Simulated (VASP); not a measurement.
Here is the system:

```
CELL_PARAMETERS angstrom
      5.26835     0.00000     0.00000
      0.00000     5.26835     0.00000
      0.00000     0.00000     5.26835
ATOMIC_POSITIONS crystal
  Sr 0.00000 0.50000 0.50000
  Sr 0.50000 0.50000 0.00000
  Sr 0.50000 0.00000 0.50000
  Pt 0.00000 0.00000 0.00000
```

The numbers are results of PBE GGA, VASP's PBE PAW potentials (set 64) (plane waves; VASP 6.6.1), not measurements. Settings: 300 eV cut-off, 4×4×4 Γ-centred mesh, Gaussian smearing of 0.050 eV, potentials Sr_sv Pt.

At this cut-off the stress carries a Pulay error, which pulls relaxed volumes low. Unless said otherwise, spin-orbit coupling is left out, though it shifts the bands of the heavy elements here.

Question: What does the run give for the energy per atom (σ→0), pressure, band gap (on the k-mesh) with the smallest direct gap where there is one?

Answer: 
```yaml
band gap (on the k-mesh): none (metal, semimetal or under 0.01 eV)
energy per atom (σ→0): -274.4 kJ/mol-atom
pressure: -1.45 GPa
```

Only differences to runs with the same potentials and settings are physical.

The structure was generated: Sr3Pt was put into an ordered model structure, which need not be its known phase. The cell was not relaxed at this level.
